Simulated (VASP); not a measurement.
**NbTe: density of states with PBEsol**

NbTe:

```
CELL_PARAMETERS angstrom
0.00000 3.13428 3.13428
3.13428 0.00000 3.13428
3.13428 3.13428 0.00000
ATOMIC_POSITIONS crystal
Nb 0.00000 0.00000 0.00000
Te 0.25000 0.25000 0.25000
```

The cell comes from a database or a generator and needn't be the stable form of this composition.

```
Program                 : VASP 6.6.1
Task                    : density of states
Functional              : PBEsol
Potentials or basis     : VASP PAW PBE potentials, release 64 (Nb_sv, Te)
Cutoff                  : 520 eV
k mesh                  : 8 × 8 × 8
Occupations             : gaussian, width 0.05 eV
Spin                    : collinear spin, typed start
Starting moments        : [1.49, 0.0] μB
Dipole correction       : no
k mesh for the DOS      : 12 × 12 × 12
Occupations for the DOS : tetrahedron
Further INCAR settings  : ALGO = Normal; EDIFF = 1e-07
```

* Net moment: 2.02 μB per cell
* Site moments: Nb +1.47; Te -0.04 μB
* Valence electrons inside the program's atomic spheres: Nb 10.70; Te 3.52

Levels at points of the mesh, in eV from the Fermi level:
Spin up:
| k point | band 7 | band 8 | band 9 | band 10 | band 11 | band 12 | band 13 | band 14 |
| --- | --- | --- | --- | --- | --- | --- | --- | --- |
| (0.00, 0.00, 0.00) | -3.94 | -3.94 | -0.67 | -0.67 | 1.25 | 3.88 | 3.88 | 3.88 |
| (0.50, 0.00, 0.00) | -3.68 | -3.68 | -0.41 | -0.41 | -0.17 | 1.90 | 1.90 | 3.05 |
| (0.50, 0.50, 0.00) | -3.17 | -3.17 | -1.27 | -0.37 | -0.17 | 0.50 | 0.50 | 4.92 |
Spin down:
```tsv
k point	band 4	band 5	band 6	band 7	band 8	band 9	band 10	band 11	band 12	band 13
(0.00, 0.00, 0.00)	-30.56	-12.34	-3.52	-3.52	-3.52	0.80	0.80	1.67	4.43	4.43
(0.50, 0.00, 0.00)	-30.56	-11.74	-4.61	-3.23	-3.23	0.70	0.98	0.98	2.57	2.57
(0.50, 0.50, 0.00)	-30.57	-11.54	-4.82	-2.89	-2.89	-0.60	0.87	1.37	1.37	1.42
```

States per cell in windows of 1 eV (zero at the Fermi level; states under -8 eV left out):
```tsv
from (eV)	up	down	Nb1_d_up	Nb1_d_down	Te2_p_down	Te2_p_up	Te2_d_down	Nb1_s_up
-8.0	0.00	0.00	0.00	0.00	0.00	0.00	0.00	0.00
-7.0	0.00	0.00	0.00	0.00	0.00	0.00	0.00	0.00
-6.0	0.09	0.00	0.01	0.00	0.00	0.03	0.00	0.01
-5.0	1.14	0.96	0.11	0.06	0.31	0.34	0.00	0.05
-4.0	1.78	1.88	0.36	0.29	0.71	0.62	0.00	0.01
-3.0	0.00	0.17	0.00	0.02	0.07	0.00	0.00	0.00
-2.0	0.51	0.00	0.25	0.00	0.00	0.00	0.00	0.00
-1.0	2.04	0.49	1.29	0.21	0.01	0.03	0.02	0.02
0.0	0.61	1.42	0.34	0.81	0.02	0.02	0.05	0.01
1.0	1.27	1.31	0.68	0.78	0.03	0.09	0.03	0.01
2.0	0.50	1.30	0.23	0.70	0.08	0.06	0.02	0.01
3.0	0.48	0.56	0.09	0.22	0.05	0.06	0.01	0.02
4.0	0.45	0.50	0.07	0.10	0.05	0.02	0.01	0.02
5.0	0.16	0.40	0.04	0.10	0.01	0.01	0.02	0.00
6.0	0.00	0.03	0.00	0.01	0.00	0.00	0.00	0.00
7.0	0.00	0.00	0.00	0.00	0.00	0.00	0.00	0.00
```

Run time: 2.1 min on 1 thread of Intel(R) Xeon(R) Platinum 8488C (Sapphire Rapids), with other jobs on the host, peak memory 0.29 GiB.

 The run has no spin-orbit coupling, so splittings on Te are missing.
